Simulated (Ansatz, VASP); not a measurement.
# Cross-check of Ti2S2N (Ti2NS2 MXene monolayer) between VASP and Ansatz, part 2 of 2

One calculation is typed for both programs; each brings its own data sets. How far apart do they land? Of the first pair: The structure shown is the start of the Ansatz relaxation below; VASP solves that cell, so the two are compared at the walk's first step.

VASP 6.6.1 and Ansatz 0.2.0.

So far: Starting point; Ansatz: relaxation, PBE with D3(BJ).

## Step 3: VASP: single point, PBE with D3(BJ), start cell, pair 1

Level of this step: PBE with D3(BJ), zero-moment start; plane waves and PAW (S, Ti_sv, N) (VASP).

The same cell, functional, mesh and smearing now go to VASP, with its own data sets.

Lines of VASP's logs that name or quote its potential files are left out, and so is its time.

INCAR

```
SYSTEM = Ti2S2N
PREC = Accurate
ENCUT = 520
EDIFF = 1E-06
NELM = 200
ISMEAR = -1
SIGMA = 0.05
LREAL = .FALSE.
ALGO = Normal
GGA = PE
IVDW = 12
NBANDS = 29
ISPIN = 2
MAGMOM = 0 0 -0 -0 0
LASPH = .TRUE.
LMAXMIX = 4
LORBIT = 11
LWAVE = .FALSE.
LCHARG = .FALSE.
ISIF = 2
LDIPOL = .TRUE.
IDIPOL = 3
DIPOL = 0.5 0.5 0.5
LVHAR = .TRUE.
GGA_COMPAT = .FALSE.
NELMDL = -8
KPAR = 2
```

POSCAR

```
Ti2S2N
1.0
    3.0287400000      0.0000000000      0.0000000000
   -1.5143700000      2.6229660000      0.0000000000
    0.0000000000      0.0000000000     42.8354520000
S Ti N
2 2 1
Direct
    0.3333333333      0.6666666667      0.4307179950
    0.6666666667      0.3333333333      0.5692820050
    0.6666666667      0.3333333333      0.4721011465
    0.3333333333      0.6666666667      0.5278988535
    0.0000000000      0.0000000000      0.5000000000
```

KPOINTS

```
Automatic mesh
0
Gamma
12 12 1
0 0 0
```

PAW data sets: S, Ti_sv and N (PBE family, release 64).

Command:

```
> mpirun -np 2 vasp_std
```

Numbers of over 12 decimals in the logs are rounded to 6 here.

Log:

```text
[banner, memory and clock lines left out]
running    2 mpi-ranks, on    1 nodes
 distrk:  each k-point on    1 cores,    2 groups
 distr:  one band on    1 cores,    1 groups

 POSCAR found type information on POSCAR S TiN
 POSCAR found :  3 types and       5 ions
 LDA part: xc-table for (Slater+PW92), standard interpolation
 POSCAR, INCAR and KPOINTS ok, starting setup
 FFT: planning ... GRIDC
 FFT: planning ... GRID_SOFT
 FFT: planning ... GRID
 WAVECAR not read
 entering main loop
       N       E                     dE             d eps       ncg     rms          rms(c)
DAV:   1     0.403428348950E+03    0.40343E+03   -0.19274E+04  2748   0.114E+03
DAV:   2     0.177906375841E+02   -0.38564E+03   -0.37604E+03  2730   0.328E+02
DAV:   3    -0.405795597259E+02   -0.58370E+02   -0.57505E+02  3526   0.122E+02
DAV:   4    -0.459058005116E+02   -0.53262E+01   -0.52946E+01  3488   0.322E+01
DAV:   5    -0.463435469216E+02   -0.43775E+00   -0.43755E+00  3149   0.730E+00
DAV:   6    -0.463530842646E+02   -0.95373E-02   -0.95368E-02  3384   0.144E+00
DAV:   7    -0.463535103394E+02   -0.42607E-03   -0.42607E-03  3109   0.216E-01
DAV:   8    -0.463535160714E+02   -0.57320E-05   -0.57318E-05  3472   0.335E-02    0.238E+01
DAV:   9    -0.413325780153E+02    0.50209E+01   -0.64704E+01  3021   0.573E+01    0.140E+01
DAV:  10    -0.404431218558E+02    0.88946E+00   -0.29323E+01  3099   0.425E+01    0.999E+00
DAV:  11    -0.387305613760E+02    0.17126E+01   -0.83925E+00  2919   0.171E+01    0.451E+00
DAV:  12    -0.388860819253E+02   -0.15552E+00   -0.17448E+00  3319   0.892E+00    0.347E+00
DAV:  13    -0.386932232130E+02    0.19286E+00   -0.64634E-01  3079   0.576E+00    0.836E-01
DAV:  14    -0.386929640958E+02    0.25912E-03   -0.27896E-02  2948   0.121E+00    0.546E-01
[...]
DAV:  25    -0.386895189102E+02   -0.18655E-04   -0.33174E-07  1648   0.315E-03    0.283E-03
DAV:  26    -0.386895326206E+02   -0.13710E-04   -0.87485E-07  1947   0.339E-03    0.162E-03
DAV:  27    -0.386895359129E+02   -0.32923E-05   -0.76465E-08  1452   0.186E-03    0.135E-03
DAV:  28    -0.386895425799E+02   -0.66670E-05   -0.16685E-07  1612   0.166E-03    0.597E-04
DAV:  29    -0.386895450276E+02   -0.24477E-05   -0.58140E-08  1377   0.931E-04    0.546E-04
DAV:  30    -0.386895461555E+02   -0.11279E-05   -0.26415E-08  1287   0.659E-04    0.388E-04
DAV:  31    -0.386895475998E+02   -0.14443E-05   -0.54455E-08  1417   0.832E-04    0.458E-04
DAV:  32    -0.386895481400E+02   -0.54022E-06   -0.16462E-08  1302   0.646E-04
   1 F= -.40524127E+02 E0= -.40511091E+02  d E =-.260719E-01  mag=    -0.0000
```

From OUTCAR (step 3):

```text
ion  position               nearest neighbor table
   1  0.333  0.667  0.431-   3 2.49   3 2.49   3 2.49
   2  0.667  0.333  0.569-   4 2.49   4 2.49   4 2.49
   3  0.667  0.333  0.472-   5 2.12   5 2.12   5 2.12   1 2.49   1 2.49   1 2.49
   4  0.333  0.667  0.528-   5 2.12   5 2.12   5 2.12   2 2.49   2 2.49   2 2.49
   5  0.000  0.000  0.500-   3 2.12   4 2.12   3 2.12   4 2.12   3 2.12   4 2.12

  LATTYP: Found a hexagonal cell.
 ALAT       =     3.0287400000
 C/A-ratio  =    14.1429941164

 Subroutine GETGRP returns: Found 12 space group operations
 (whereof 12 operations were pure point group operations)

The static configuration has the point symmetry D_3d.

 Found     19 irreducible k-points:

   k-points           NKPTS =     19   k-points in BZ     NKDIM =     19   number of bands    NBANDS=     29

   dimension x,y,z NGX =    24 NGY =   24 NGZ =  320
   dimension x,y,z NGXF=    48 NGYF=   48 NGZF=  640

   ENCUT  =  520.0 eV  38.22 Ry    6.18 a.u.   5.63  5.63 79.65*2*pi/ulx,y,z

   NELECT =      41.0000    total number of electrons

 k-points in reciprocal lattice and weights: Automatic mesh
   0.00000000  0.00000000  0.00000000       0.007
   0.08333333 -0.00000000  0.00000000       0.042
   0.16666667 -0.00000000  0.00000000       0.042
   0.25000000 -0.00000000  0.00000000       0.042
   0.33333333 -0.00000000  0.00000000       0.042
   0.41666667 -0.00000000  0.00000000       0.042
   0.50000000 -0.00000000  0.00000000       0.021
   0.08333333  0.08333333  0.00000000       0.042
   0.16666667  0.08333333  0.00000000       0.083
[...]
0.33333333  0.25000000  0.00000000       0.083
   0.33333333  0.33333333  0.00000000       0.014

 dipolmoment           0.000000      0.000000     -0.000000 electrons x Angstroem

 average (electrostatic) potential at core
       1 -94.1394       2 -94.1394       3 -84.0805       4 -84.0805       5 -72.3715

 E-fermi :  -2.9123

 spin component 1
 k-point     1 :       0.0000    0.0000    0.0000
  band No.  band energies     occupation
    ...
     14      -7.1144      1.00000
     15      -6.7657      1.00000
     16      -5.5517      1.00000
     17      -3.1354      0.98858
     18      -3.1354      0.98858
     19      -2.8862      0.37248
     20      -2.2897      0.00000
     21      -2.2897      0.00000
     22      -1.6940      0.00000
     23      -1.6940      0.00000
    ...

 k-point     2 :       0.0833   -0.0000    0.0000
  band No.  band energies     occupation
    ...
     15      -6.4701      1.00000
     16      -5.6278      1.00000
     17      -3.4824      0.99999
     18      -3.1016      0.97780
     19      -2.9735      0.77279
     20      -2.7262      0.02361
     21      -2.6075      0.00225
     22      -1.7473      0.00000
     23      -1.5299      0.00000
     24      -1.1794      0.00000
    ...

 k-point     3 :       0.1667   -0.0000    0.0000
  band No.  band energies     occupation
    ...
     16      -5.8188      1.00000
     17      -4.2476      1.00000
     18      -3.9854      1.00000
     19      -3.1859      0.99581
     20      -3.0540      0.94448
     21      -2.8730      0.31294
     22      -1.9366      0.00000
     23      -1.5617      0.00000
     24      -1.1593      0.00000
     25      -0.7697      0.00000
    ...

 k-point     4 :       0.2500   -0.0000    0.0000
  band No.  band energies     occupation
    ...
     17      -5.3305      1.00000
     18      -4.9262      1.00000
     19      -3.6170      1.00000
     20      -3.4245      0.99996
     21      -3.0020      0.85735
     22      -1.7302      0.00000
     23      -1.3953      0.00000
     24      -1.2721      0.00000
     25      -0.7608      0.00000
     26      -0.3239      0.00000
    ...

 k-point     5 :       0.3333   -0.0000    0.0000
  band No.  band energies     occupation
    ...
     17      -5.8873      1.00000
     18      -5.2231      1.00000
     19      -4.0726      1.00000
     20      -3.5908      1.00000
     21      -3.1864      0.99585
     22      -1.5535      0.00000
     23      -1.1246      0.00000
     24      -0.9961      0.00000
     25      -0.5316      0.00000
     26      -0.2951      0.00000
    ...

 k-point     6 :       0.4167   -0.0000    0.0000
  band No.  band energies     occupation
    ...
     17      -5.8320      1.00000
     18      -5.2498      1.00000
     19      -4.3168      1.00000
     20      -3.7043      1.00000
     21      -3.3063      0.99962
     22      -1.6114      0.00000
     23      -0.6117      0.00000
     24      -0.6057      0.00000
     25      -0.2498      0.00000
     26      -0.2380      0.00000
    ...

 Edisp (eV)   -1.83458

  Total       2.00455     2.00455    -7.88398     0.00000    -0.00000     0.00000
  in kB       9.43776     9.43777   -37.11916     0.00000    -0.00000     0.00000
  external pressure =       -6.08 kB  Pullay stress =        0.00 kB

  energy-cutoff  :      520.00
  volume of cell :      340.30
      direct lattice vectors                 reciprocal lattice vectors
     3.028740000  0.000000000  0.000000000     0.330170302  0.190623897  0.000000000
    -1.514370000  2.622966000  0.000000000     0.000000000  0.381247794  0.000000000
     0.000000000  0.000000000 42.835452000     0.000000000  0.000000000  0.023345149

 POSITION                                       TOTAL-FORCE (eV/Angst)
 -----------------------------------------------------------------------------------
     -0.00000      1.74864     18.45000         0.000000      0.000000      1.779420
      1.51437      0.87432     24.38545        -0.000000     -0.000000     -1.779420
      1.51437      0.87432     20.22267        -0.000000      0.000000     -1.135168
     -0.00000      1.74864     22.61279         0.000000     -0.000000      1.135168
      0.00000      0.00000     21.41773        -0.000000      0.000000      0.000000
 -----------------------------------------------------------------------------------
    total drift:                                0.000000      0.000000     -0.000000

  FREE ENERGIE OF THE ION-ELECTRON SYSTEM (eV)
  ---------------------------------------------------
  free  energy   TOTEN  =       -40.5241268989 eV

  energy  without entropy=      -40.4980549690  energy(sigma->0) =      -40.51109093

 vacuum level on the upper side and lower side of the slab         2.794         2.794

 total charge
# of ion       s       p       d       tot
------------------------------------------
    1        1.377   2.286   0.000   3.663
    2        1.377   2.286   0.000   3.663
    3        2.181   6.203   1.950  10.335
    4        2.181   6.203   1.950  10.335
    5        1.251   2.486   0.000   3.737
--------------------------------------------------
tot          8.367  19.465   3.900  31.731

 magnetization (x)
# of ion       s       p       d       tot
------------------------------------------
    1        0.000   0.000   0.000   0.000
    2        0.000   0.000   0.000   0.000
    3       -0.000  -0.000  -0.000  -0.000
    4       -0.000  -0.000  -0.000  -0.000
    5        0.000   0.000   0.000   0.000
--------------------------------------------------
tot          0.000   0.000  -0.000  -0.000

[... 1 further part left out ...]
```

This run allows spin, but its moments start at zero, where symmetry between the spins tends to hold them, although Ti can carry a moment. Its electron count is odd, so without a moment it is a metal by construction.

## Step 4: Comparison

Known differences besides the potentials themselves: Ansatz cuts the interaction across the vacuum, VASP repeats the sheet with a dipole correction; the cutoff is 420 eV in Ansatz and 520 eV in VASP. Total energies have different zeros and are not compared.

Forces (eV/Å; atoms numbered as in POSCAR):

| atom | Ansatz x, y, z | VASP x, y, z |
| --- | --- | --- |
| S1 | 0.000, 0.000, 1.776 | 0.000, 0.000, 1.779 |
| S2 | 0.000, 0.000, -1.776 | 0.000, 0.000, -1.779 |
| Ti3 | 0.000, 0.000, -1.098 | 0.000, 0.000, -1.135 |
| Ti4 | 0.000, 0.000, 1.098 | 0.000, 0.000, 1.135 |
| N5 | 0.000, 0.000, 0.000 | 0.000, 0.000, 0.000 |

The forces differ by 14 meV/Å r.m.s., which is 1.8 % of the r.m.s. force of 0.771 eV/Å (both taken over all components). Moments aren't recorded for both runs of this pair, so they may hold unlike magnetic states. With vacuum in the cell, a pressure given here is an average over mostly empty space and none of the material.

## Step 5: Ansatz: relaxation, PBE with D3(BJ)

This run makes the geometry at which the two programs are then compared.

The structure compared here is the end of the Ansatz relaxation.

input.yaml

```yaml
crystal:
  lattice:
    - [3.02874, 0.0, 0.0]
    - [-1.51437, 2.6229657815, 0.0]
    - [0.0, 0.0, 42.8354521808]
  atoms:
    - { symbol: S, position: [0.3333333333, 0.6666666667, 0.4307179932] }
    - { symbol: Ti, position: [0.6666666667, 0.3333333333, 0.472101144], spin: 1.0 }
    - { symbol: "N", position: [0.0, 0.0, 0.5] }
    - { symbol: Ti, position: [0.3333333333, 0.6666666667, 0.527898856], spin: 1.0 }
    - { symbol: S, position: [0.6666666667, 0.3333333333, 0.5692820068] }
  periodic: [true, true, false]
magnetization:
  spin_polarized: true
kpoints:
  mp_grid: { grid: [12, 12, 1] }
hamiltonian:
  xc: pbe
  dispersion: d3bj
  pseudopotentials: { kind: paw, azcp: { folder: soft_1 } }
scf:
  occupations: { method: fermi_dirac, width: 0.05 }
  convergence: { dr2_threshold: 1.0e-09 }
relax:
  f_tol: 0.004
  max_steps: 90
  cell: {}
output:
  write_potential: true
  write_density: true
  volumetric_format: npy
```

Command:

```
> ansatz run input.yaml --threads 2 --pin off --max-ram 3072MiB --backend cpu --events-out ev --progress --plain --runs-dir out
```

Log:

```text
[...]
Crystal: 5 atoms, lattice volume = 340.297 Å³
Basis set: ecut = 420 eV, 6563 PW (Γ), exchange–correlation on 48×48×576 points (8 copies of the dense FFT grid, shifted against one another)
Bands: 27, of which v1, the nominal top of the filled ones, is band 21 counted from 1 (20 counted from 0)
[...]
cell:  # Å, volume = 366.8566 Å³
    - [3.144714, 0, 0]
    - [-1.572357, 2.723402, 0]
    - [0, 0, 42.8354521808]
  atoms:
    - { symbol: S, position: [0.333333, 0.666667, 0.436718] }
    - { symbol: Ti, position: [0.666667, 0.333333, 0.472817] }
    - { symbol: N, position: [0, 0, 0.500000] }
    - { symbol: Ti, position: [0.333333, 0.666667, 0.527183] }
    - { symbol: S, position: [0.666667, 0.333333, 0.563282] }
[key lines of the parts left out:]
SCF converged after 6 iterations
Magnetization: -0.0000 μB (20.5000 up, 20.5000 down)
Free energy (F): -7196.294125 eV
Fermi energy:    -5.745881 eV
P = ½ c Tr σ = 0.0016 N/m
```

## Step 6: VASP: single point, PBE with D3(BJ), relaxed cell, pair 2

The same cell, functional, mesh and smearing now go to VASP, with its own data sets.

INCAR is that of step 3.

POSCAR

```
Ti2S2N
1.0
    3.1447140210      0.0000000000      0.0000000000
   -1.5723570105      2.7234022298      0.0000000000
    0.0000000000      0.0000000000     42.8354521808
S Ti N
2 2 1
Direct
    0.3333333333      0.6666666667      0.4367179584
    0.6666666667      0.3333333333      0.5632820416
    0.6666666667      0.3333333333      0.4728173918
    0.3333333333      0.6666666667      0.5271826082
    0.0000000000      0.0000000000      0.5000000000
```

KPOINTS is that of step 3.

Command:

```
> mpirun -np 2 vasp_std
```

Log:

```text
[... set-up lines as in an earlier step ...]
 entering main loop
       N       E                     dE             d eps       ncg     rms          rms(c)
DAV:   1     0.409215867920E+03    0.40922E+03   -0.18919E+04  2708   0.112E+03
DAV:   2     0.176054538424E+02   -0.39161E+03   -0.38209E+03  2839   0.325E+02
DAV:   3    -0.415343054096E+02   -0.59140E+02   -0.58310E+02  3428   0.122E+02
DAV:   4    -0.470188141558E+02   -0.54845E+01   -0.54683E+01  3477   0.327E+01
[...]
DAV:  29    -0.393201487007E+02   -0.30776E-05   -0.99596E-08  1560   0.909E-04    0.252E-04
DAV:  30    -0.393201499484E+02   -0.12476E-05   -0.28348E-08  1387   0.606E-04    0.202E-04
DAV:  31    -0.393201504116E+02   -0.46327E-06   -0.89627E-09  1252   0.350E-04
   1 F= -.41097297E+02 E0= -.41088729E+02  d E =-.171361E-01  mag=     0.0000
```

OUTCAR, selected parts (step 6):

```text
 Edisp (eV)   -1.77715

  Total       0.01090     0.01090     0.01618    -0.00000     0.00000     0.00000
  in kB       0.04759     0.04759     0.07065    -0.00000     0.00000     0.00000
  external pressure =        0.06 kB  Pullay stress =        0.00 kB

 POSITION                                       TOTAL-FORCE (eV/Angst)
 -----------------------------------------------------------------------------------
     -0.00000      1.81560     18.70701        -0.000000      0.000000     -0.000344
      1.57236      0.90780     24.12844        -0.000000     -0.000000      0.000344
      1.57236      0.90780     20.25335         0.000000     -0.000000     -0.022181
     -0.00000      1.81560     22.58211        -0.000000      0.000000      0.022181
      0.00000      0.00000     21.41773        -0.000000      0.000000     -0.000000
 -----------------------------------------------------------------------------------
    total drift:                                0.000000      0.000000     -0.000000

  FREE ENERGIE OF THE ION-ELECTRON SYSTEM (eV)
  ---------------------------------------------------
  free  energy   TOTEN  =       -41.0972970773 eV

  energy  without entropy=      -41.0801609400  energy(sigma->0) =      -41.08872901

 magnetization (x)
# of ion       s       p       d       tot
------------------------------------------
    1       -0.000  -0.000   0.000  -0.000
    2       -0.000  -0.000   0.000  -0.000
    3       -0.000   0.000   0.000   0.000
    4       -0.000   0.000   0.000   0.000
    5       -0.000  -0.000   0.000  -0.000
--------------------------------------------------
tot         -0.000  -0.000   0.000   0.000

[... 1 part as in an earlier step ...]

[... 2 further parts left out ...]
[key lines of the parts left out:]
E-fermi :  -3.1281
```

## Step 7: Comparison

At this near-relaxed geometry the largest component of a force difference is 22 meV/Å. With vacuum in the cell, a pressure given here is an average over mostly empty space and none of the material.

## Step 8: Summary of results

```yaml
r_m_s_force_difference_single_point_pbe_with_d3_bj_start_cell_pair_1: 1.8 % of the r.m.s. force
r_m_s_force_difference_single_point_pbe_with_d3_bj_relaxed_cell_pair_2: 8.1 meV/Å
```

What this shows: The r.m.s. force difference is 8.1 meV/Å (single point, PBE with D3(BJ), relaxed cell, pair 2), within the 12 meV/Å picked in this series as the mark of a large difference. How closely two codes agree says nothing of how well the functional describes the real material.

[Lines on the potential files, build, host, timing and source positions are cut from VASP's logs without a mark.]

[Logs are printed without paths, hosts, clocks, repeated set-up lines and the standing remarks that a program may print on its own settings, such as how far it seeks lower states.]

[Hosts, paths, dates, database ids (printed as entryN), source tags and the programs' standing remarks are cut or masked in the printed files.]
